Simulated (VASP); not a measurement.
Calculation: PBEsol GGA, VASP's PBE PAW potentials (set 64) (plane waves; VASP 6.6.1).

VASP ran on this input.

KPOINTS:
```
Automatic mesh
0
gamma
  3 3 6
```

### INCAR
```
ALGO = Normal
EDIFF = 1E-6
EDIFFG = -0.02
ENCUT = 400
GGA = PS
IBRION = 2
ISIF = 3
ISMEAR = 0
LASPH = .TRUE.
LCHARG = .FALSE.
LMAXMIX = 4
LREAL = .FALSE.
LWAVE = .FALSE.
NELM = 100
NSW = 60
PREC = Accurate
SIGMA = 0.05
SYSTEM = Al4PSb3
```

**POSCAR**
```
Al4PSb3
1.0
  0.0051922756   6.0000429881   5.9776742452
  6.0000429881   0.0051922756   5.9776742452
  3.0026176318   3.0026176318   0.0000000000
Al Sb P
4 3 1
Cart
  6.0052352634   6.0052352634  11.9447807107
  3.1055065181   5.9023463774   8.8797891749
  5.9023463774   3.1055065181   8.8797891749
  6.0052352640   6.0052352640   6.1512363696
  1.5013088156   1.5013088156   1.5162605693
  4.4869125576   1.5183227067   4.4791977385
  1.5183227067   4.4869125576   4.4791977385
  4.5039264481   4.5039264481   7.4688167314
```

POTCAR, in this order: Al Sb P (PBE.64 set). Program: vasp_std.

Unless said otherwise, spin-orbit coupling is left out, though it shifts the bands of the heavy elements here.

Q: Estimate the energy per atom (σ→0), volume per atom, band gap (on the k-mesh).

A: 
```
Quantity                          Result
------------------------  --------------
energy per atom (σ→0)     -4.636 eV/atom
band gap (on the k-mesh)         0.30 eV
volume per atom           26.91 Å^3/atom
```

File OSZICAR:
```
...
DAV:   4    -0.370867263191E+02    0.23815E-06   -0.25196E-06   554   0.749E-03
   3 F= -.37086726E+02 E0= -.37086726E+02  d E =-.690992E-03
       N       E                     dE             d eps       ncg     rms          rms(c)
DAV:   1    -0.370869487032E+02   -0.22215E-03   -0.34429E-03   752   0.288E-01    0.245E-02
DAV:   2    -0.370869445841E+02    0.41191E-05   -0.13485E-04   790   0.598E-02    0.136E-02
DAV:   3    -0.370869374390E+02    0.71450E-05   -0.14360E-05   837   0.188E-02    0.365E-03
DAV:   4    -0.370869374515E+02   -0.12440E-07   -0.22037E-06   599   0.716E-03
   4 F= -.37086937E+02 E0= -.37086937E+02  d E =-.211132E-03
```

The structure was generated: Al4PSb3 was put into an ordered model structure (Amm2), which need not be its known phase. This run relaxes it. Symmetry was kept, so distortions that lower it aren't found. The start is the result of an earlier pass.
